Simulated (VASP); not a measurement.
Input:

```yaml
crystal:
  lattice:
    - [2.27902, -3.94737, 0.00000]
    - [2.27902, 3.94737, 0.00000]
    - [0.00000, 0.00000, 7.17900]
  atoms:
    - { symbol: Mg, position: [0.00000, 0.00000, 0.00000] }
    - { symbol: Mg, position: [0.33333, 0.66667, 0.63293] }
    - { symbol: Mg, position: [0.66667, 0.33333, 0.36707] }
    - { symbol: Sb, position: [0.33333, 0.66667, 0.22389] }
    - { symbol: Sb, position: [0.66667, 0.33333, 0.77611] }
```

Computed with PBEsol GGA, VASP's PBE PAW potentials (set 64) (plane waves; VASP 6.6.1). Settings: 400 eV cut-off, 6×6×4 Γ-centred mesh, tetrahedra with Blöchl corrections, potentials Mg Sb.

Unless said otherwise, spin-orbit coupling is left out, though it shifts the bands of the heavy elements here.

**Question.** What does the run give for the energy per atom (σ→0), band gap (on the k-mesh) with the smallest direct gap where there is one?

**Answer.** 
The band gap (on the k-mesh) comes out as 0.18 eV and the smallest direct gap (on the k-mesh) comes out as 1.07 eV. The energy per atom (σ→0) comes out as -3.229 eV/atom.

Total energies compare only between runs with the same potentials, cut-off and functional.

The compound is Mg3Sb2 in the a-la2o3 structure. It was relaxed first.
